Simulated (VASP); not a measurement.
Output of a VASP run:

OSZICAR:
```
       N       E                     dE             d eps       ncg     rms          rms(c)
DAV:   1     0.795245837805E+02    0.79525E+02   -0.93665E+03   934   0.195E+03
DAV:   2    -0.268420211345E+01   -0.82209E+02   -0.79888E+02   985   0.326E+02
DAV:   3    -0.867659177227E+01   -0.59924E+01   -0.59668E+01  1160   0.741E+01
DAV:   4    -0.878603737186E+01   -0.10945E+00   -0.10938E+00  1153   0.109E+01
DAV:   5    -0.878790952293E+01   -0.18722E-02   -0.18721E-02  1168   0.114E+00    0.448E+00
DAV:   6    -0.856853211624E+01    0.21938E+00   -0.44508E-01  1355   0.119E+01    0.297E+00
DAV:   7    -0.855088911168E+01    0.17643E-01   -0.10887E-01  1164   0.241E+00    0.116E+00
DAV:   8    -0.855365122719E+01   -0.27621E-02   -0.15441E-02  1065   0.180E+00    0.155E-01
DAV:   9    -0.855448178139E+01   -0.83055E-03   -0.19171E-03  1123   0.689E-01    0.115E-01
DAV:  10    -0.855461836404E+01   -0.13658E-03   -0.17350E-04  1119   0.140E-01    0.630E-02
DAV:  11    -0.855478925958E+01   -0.17090E-03   -0.34947E-04   975   0.161E-01    0.114E-02
DAV:  12    -0.855478832272E+01    0.93686E-06   -0.81974E-06  1151   0.424E-02    0.292E-03
DAV:  13    -0.855478950031E+01   -0.11776E-05   -0.36886E-06  1005   0.187E-02    0.326E-03
DAV:  14    -0.855478947122E+01    0.29087E-07   -0.24679E-07  1103   0.537E-03
   1 F= -.85547895E+01 E0= -.85547895E+01  d E =0.000000E+00
```

**OUTCAR**
```
------------------------ aborting loop because EDIFF is reached ----------------------------------------
  FORCE on cell =-STRESS in cart. coord.  units (eV):
  Direction    XX          YY          ZZ          XY          YZ          ZX
  --------------------------------------------------------------------------------------
  Total        0.0016287      0.0016287      0.0016287      0.0000000      0.0000000     -0.0000000
  in kB        0.0613843      0.0613843      0.0613843      0.0000000      0.0000000     -0.0000000
  external PRESSURE =       0.0613843 kB  Pullay stress =       0.0000000 kB
  volume of cell :       42.51
      direct lattice vectors                 reciprocal lattice vectors
     0.000000000  2.770054642  2.770054642    -0.180501854  0.180501854  0.180501854
     2.770054642  0.000000000  2.770054642     0.180501854 -0.180501854  0.180501854
     2.770054642  2.770054642  0.000000000     0.180501854  0.180501854 -0.180501854
  FREE ENERGIE OF THE ION-ELECTRON SYSTEM (eV)
  ---------------------------------------------------
  free  energy   TOTEN  =        -8.5547894712 eV

  energy  without entropy=       -8.5547894712  energy(sigma->0) =       -8.55478947

 total charge

# of ion       s       p       d       tot
------------------------------------------
    1        0.857   0.801  10.003  11.660
    2        1.024   1.502   0.000   2.526
--------------------------------------------------
tot          1.881   2.303  10.003  14.186
```
(Selected blocks of OUTCAR.)

**POSCAR**
```
GaP
1
    0.0000000000     2.7700546423     2.7700546423
    2.7700546423     0.0000000000     2.7700546423
    2.7700546423     2.7700546423     0.0000000000
Ga P
1 1
Direct
  0.0000000000   0.0000000000   0.0000000000
  0.2500000000   0.2500000000   0.2500000000
```

Q: Reconstruct the remaining input files.

A: This is not unique; one that fits is the input of the run itself, revPBE GGA, plane waves, VASP's PBE PAW potentials (set 64).

### INCAR
```
SYSTEM = GaP
LASPH = .TRUE.
ISMEAR = -5   ! tetrahedra, Bloechl
LORBIT = 11
GGA = RE   ! revPBE
ENCUT = 520
NEDOS = 601
LWAVE = .FALSE.
NELM = 100
LMAXMIX = 4
LCHARG = .TRUE.
ISIF = 2   ! forces and stress, cell fixed
ALGO = Normal   ! blocked Davidson
EDIFF = 1E-7
LREAL = .FALSE.
PREC = Accurate
```

### KPOINTS
```
kpoints
0
gamma
9 9 9
0 0 0
```

POTCAR, in this order: Ga_d P (PBE.64 set). Program: vasp_std.

The compound is GaP in the zinc blende structure. It was relaxed first, which changed the volume by +5 %.
